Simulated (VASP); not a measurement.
All values below come from PBE GGA, VASP's PBE PAW potentials (set 64) (plane waves; VASP).

Input for VASP

### POSCAR
```
Te
1
    2.2300000000    -3.8624730000     0.0000000000
    2.2300000000     3.8624730000     0.0000000000
    0.0000000000     0.0000000000     5.9300000000
Te
3
Direct
  0.0000000000   0.2630000000   0.6666670000
  0.7370000000   0.7370000000   0.0000000000
  0.2630000000   0.0000000000   0.3333330000
```

INCAR:
```
! general
SYSTEM  = Te
PREC    = Single
ENCUT   = 400
LREAL   = .FALSE.
LASPH   = .TRUE.

! electronic loop
EDIFF   = 1E-6
NELM    = 100
ALGO    = Normal
LMAXMIX = 4

! smearing
ISMEAR  = 0
SIGMA   = 0.05

! functional
GGA     = PE

! ions
ISIF    = 2

! output
LWAVE   = .FALSE.
LCHARG  = .FALSE.
```

KPOINTS:
```
Automatic mesh
0
Gamma
6 6 4
0 0 0
```

POTCAR, in this order: Te (PBE.64 set). Program: vasp_std.

Unless said otherwise, spin-orbit coupling is left out, though it shifts the bands of the heavy elements here.

Q: Predict the energy per atom (σ→0), pressure, largest force, band gap (on the k-mesh).

A: 
```json
{
 "energy per atom (σ→0)": "-3.132 eV/atom",
 "band gap (on the k-mesh)": "0.16 eV",
 "pressure": "19.9 kbar",
 "largest_force": "0.00617 Ha/bohr"
}
```

File OSZICAR:
```
...
DAV:   6    -0.940071497568E+01    0.17882E-01   -0.21282E-02   649   0.993E-01    0.786E+00
DAV:   7    -0.939816613536E+01    0.25488E-02   -0.44954E-02   644   0.148E+00    0.321E-01
DAV:   8    -0.939737141783E+01    0.79472E-03   -0.85427E-03   644   0.596E-01    0.171E-01
DAV:   9    -0.939740885555E+01   -0.37438E-04   -0.24311E-04   829   0.118E-01    0.117E-01
DAV:  10    -0.939745643150E+01   -0.47576E-04   -0.59276E-05   654   0.552E-02    0.224E-02
DAV:  11    -0.939745024834E+01    0.61832E-05   -0.23043E-05   639   0.331E-02    0.171E-02
DAV:  12    -0.939745038509E+01   -0.13675E-06   -0.25702E-06   525   0.105E-02
   1 F= -.93974504E+01 E0= -.93974099E+01  d E =-.810392E-04
```

The compound is Te in the trig structure. The cell was not relaxed at this level. The run is one of a series of settings (PREC = Single against the base run), some of them coarse on purpose.
